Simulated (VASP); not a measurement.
Data:

```xyz
2
Lattice="0.0000 2.8423 2.8423 2.8423 0.0000 2.8423 2.8423 2.8423 0.0000" Properties=species:S:1:pos:R:3 pbc="T T T"
Ag     2.8423     2.8423     5.6847
Br     2.8423     2.8423     2.8423
```

The numbers are results of PBE GGA with D3 dispersion (zero damping), VASP's PBE PAW potentials (set 64) (plane waves; VASP), not measurements. Numerical set-up: 520 eV cut-off, 8×8×8 Γ-centred mesh, Gaussian smearing of 0.050 eV, potentials Ag Br.

Question: Predict the energy per atom (σ→0), pressure, band gap (on the k-mesh) with the smallest direct gap where there is one.

Answer: 
```json
{
  "band gap (on the k-mesh)": "0.67 eV",
  "smallest direct gap (on the k-mesh)": "2.71 eV",
  "energy per atom (σ→0)": "-2.827 eV/atom",
  "pressure": "1.45 GPa"
}
```

The absolute energy has meaning only against runs of the same code, potentials and settings.

The compound is AgBr in the rock salt structure. This cell is one point of a volume scan, at 0.97 of the reference volume.
